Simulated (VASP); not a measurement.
**GeCN2: single point with PBE+D3(BJ)**

The system is GeCN2.

```
CELL_PARAMETERS angstrom
1.79379 1.03565 4.92196
-1.79379 1.03565 4.92196
0.00000 -2.07129 4.92196
ATOMIC_POSITIONS crystal
Ge 0.00000 0.00000 0.00000
C 0.50000 0.50000 0.50000
N 0.41610 0.41610 0.41610
N 0.58390 0.58390 0.58390
```

The cell comes from a database or a generator and needn't be the stable form of this composition.

```yaml
Program: VASP 6.6.1
Task: single point
Functional: PBE
Dispersion: D3(BJ)
Potentials_or_basis: VASP PAW PBE potentials, release 64 (Ge_d, C, N)
Cutoff: 520 eV
k_mesh: 9 × 9 × 9
Occupations: gaussian, width 0.05 eV
Spin: no spin polarisation
Dipole_correction: no
Further_INCAR_settings: ALGO = Normal; EDIFF = 1e-07; NBANDS = 22
```

```yaml
Pressure: 3.2 GPa
Largest_force: 0.405 eV/Å
Band_gap_on_the_k_mesh: 1.12 eV, indirect (least direct gap 1.96 eV)
Dispersion_energy_per_atom: -0.172 eV
```

Forces in eV/Å, atoms in the order of the input:
```
Ge   0.000  0.000  0.000
C    0.000  0.000  0.000
N    0.000  0.000  0.405
N    0.000  0.000 -0.405
```

Stress tensor (GPa, compression positive):
```
3.70 0.00 0.00
0.00 3.70 0.00
0.00 0.00 2.35
```

Levels at points of the mesh, in eV from the valence-band top:
```tsv
k point	band 12	band 13	band 14	band 15	band 16	band 17
(0.00, 0.00, 0.00)	-2.11	-1.88	-1.88	2.53	3.28	3.28
```

Wall time 100 s on 1 thread of Intel(R) Xeon(R) Platinum 8488C (Sapphire Rapids), with other jobs on the host, peak memory 0.3 GiB.

Caveat: the standard files for N, O and F lose accuracy on very short bonds; an odd mesh through Γ misses points on the zone boundary, where band edges often lie.
